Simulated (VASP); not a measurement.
Al4B3P, 8 atoms in the cell. The structure is trigonal, space group P3m1 (No. 156). The conventional cell has a = 3.103 Å, b = 3.103 Å, c = 11.651 Å, α = 90.00°, β = 90.00°, γ = 120.00°. Al (site symmetry 3m) is surrounded by 3 B at 2.21 Å. Al (site symmetry 3m) has 3 B at 2.19 Å as nearest neighbours. Al (site symmetry 3m) has 6 B at 2.37 to 2.39 Å as nearest neighbours. Al (site symmetry 3m) has 3 P at 2.49 Å and 3 Al at 2.79 Å as nearest neighbours. B (site symmetry 3m) has 6 Al at 2.19 to 2.21 Å as nearest neighbours. B (site symmetry 3m) has 3 B at 1.79 Å as nearest neighbours. B (site symmetry 3m) is surrounded by 3 B at 1.79 Å. Around P (site symmetry 3m) lie 6 Al at 2.49 to 2.58 Å. The cell was built by a generator and needn't be a form met in nature.

* Program: VASP 6.6.1
* Task: relaxation of cell and atoms
* Functional: PBE
* Potentials or basis: VASP PAW PBE potentials, release 64 (Al, B, P)
* Cutoff: 520 eV
* k mesh: 12 × 12 × 4
* Occupations: gaussian, width 0.1 eV
* Spin: no spin polarisation
* Further INCAR settings: ALGO = Normal; EDIFF = 1e-07; IBRION = 2; POTIM = 0.3; EDIFFG = -0.005; NSW = 60; ISIF = 3

Potentials or basis: VASP PAW PBE potentials, release 64 (Al, B, P).

Launch:

```sh
$ cat potpaw_PBE.64/Al/POTCAR potpaw_PBE.64/B/POTCAR potpaw_PBE.64/P/POTCAR > POTCAR
$ mpirun -np 8 vasp_std > vasp.out
```

Hardware: 8 MPI ranks on AMD EPYC 9R45 (Zen 5), with other jobs on the host.

Task: How long does it take, and how much memory?

Result: It took 22 s on 8 MPI ranks on AMD EPYC 9R45 (Zen 5), with other jobs on the host, peak memory 0.29 GiB a rank. Counts: scf iterations 25, k points 69, ion steps 3.
